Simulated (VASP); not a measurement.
Here is the system:

```
CELL_PARAMETERS angstrom
     -5.11971     5.11971     5.11971
      5.11971    -5.11971     5.11971
      5.11971     5.11971    -5.11971
ATOMIC_POSITIONS crystal
  In 0.50000 0.50000 0.50000
  In 0.50000 0.00000 0.00000
  In 0.00000 0.00000 0.50000
  In 0.00000 0.50000 0.00000
  In 0.25000 0.71650 0.46650
  In 0.75000 0.78350 0.03350
  In 0.46650 0.25000 0.71650
  In 0.03350 0.75000 0.78350
  In 0.71650 0.46650 0.25000
  In 0.78350 0.03350 0.75000
  In 0.75000 0.28350 0.53350
  In 0.25000 0.21650 0.96650
  In 0.53350 0.75000 0.28350
  In 0.96650 0.25000 0.21650
  In 0.28350 0.53350 0.75000
  In 0.21650 0.96650 0.25000
  O  0.53610 0.77370 0.54340
  O  0.73030 0.99270 0.95660
  O  0.76970 0.72630 0.26240
  O  0.96390 0.50730 0.23760
  O  0.54340 0.53610 0.77370
  O  0.95660 0.73030 0.99270
  O  0.26240 0.76970 0.72630
  O  0.23760 0.96390 0.50730
  O  0.77370 0.54340 0.53610
  O  0.99270 0.95660 0.73030
  O  0.72630 0.26240 0.76970
  O  0.50730 0.23760 0.96390
  O  0.46390 0.22630 0.45660
  O  0.26970 0.00730 0.04340
  O  0.23030 0.27370 0.73760
  O  0.03610 0.49270 0.76240
  O  0.45660 0.46390 0.22630
  O  0.04340 0.26970 0.00730
  O  0.73760 0.23030 0.27370
  O  0.76240 0.03610 0.49270
  O  0.22630 0.45660 0.46390
  O  0.00730 0.04340 0.26970
  O  0.27370 0.73760 0.23030
  O  0.49270 0.76240 0.03610
```

All values below come from PBEsol GGA, VASP's PBE PAW potentials (set 64) (plane waves; VASP 6.6.1). Run with LREAL = Auto, 400 eV cut-off, 3×3×3 Γ-centred mesh, first-order Methfessel-Paxton smearing of 0.27 eV, potentials In_d O.

At this cut-off the stress carries a Pulay error, which pulls relaxed volumes low. Energy and stress use the plane-wave basis of the starting cell.

Problem. The ions, cell shape and volume are relaxed. Predict the relaxed structure.

Solution. 
```
CELL_PARAMETERS angstrom
     -5.04950     5.04950     5.04950
      5.04950    -5.04950     5.04950
      5.04950     5.04950    -5.04950
ATOMIC_POSITIONS crystal
  In 0.50000 0.50000 0.50000
  In 0.50000 0.00000 0.00000
  In 0.00000 0.00000 0.50000
  In 0.00000 0.50000 0.00000
  In 0.25000 0.71623 0.46623
  In 0.75000 0.78377 0.03377
  In 0.46623 0.25000 0.71623
  In 0.03377 0.75000 0.78377
  In 0.71623 0.46623 0.25000
  In 0.78377 0.03377 0.75000
  In 0.75000 0.28377 0.53377
  In 0.25000 0.21623 0.96623
  In 0.53377 0.75000 0.28377
  In 0.96623 0.25000 0.21623
  In 0.28377 0.53377 0.75000
  In 0.21623 0.96623 0.25000
  O  0.53627 0.77235 0.54513
  O  0.72722 0.99114 0.95487
  O  0.77278 0.72765 0.26392
  O  0.96373 0.50886 0.23608
  O  0.54513 0.53627 0.77235
  O  0.95487 0.72722 0.99114
  O  0.26392 0.77278 0.72765
  O  0.23608 0.96373 0.50886
  O  0.77235 0.54513 0.53627
  O  0.99114 0.95487 0.72722
  O  0.72765 0.26392 0.77278
  O  0.50886 0.23608 0.96373
  O  0.46373 0.22765 0.45487
  O  0.27278 0.00886 0.04513
  O  0.22722 0.27235 0.73608
  O  0.03627 0.49114 0.76392
  O  0.45487 0.46373 0.22765
  O  0.04513 0.27278 0.00886
  O  0.73608 0.22722 0.27235
  O  0.76392 0.03627 0.49114
  O  0.22765 0.45487 0.46373
  O  0.00886 0.04513 0.27278
  O  0.27235 0.73608 0.22722
  O  0.49114 0.76392 0.03627
```
Space group Ia-3 (206), at a tolerance of 0.03 Å.

Problem. How do energy and volume change from the first to the last step?

Solution. The energy (σ→0) changes by -14.7 meV/atom and the volume by -4.1 %, in 10 ionic steps.

The structure was generated: In2O3 was put into an ordered model structure, a phase also known from measurement. This run relaxes it. Symmetry was kept, so distortions that lower it aren't found. The run is one of a series of settings (EDIFFG = -0.01, IBRION = 2, ISIF = 3, NSW = 50 against the base run), some of them coarse on purpose.
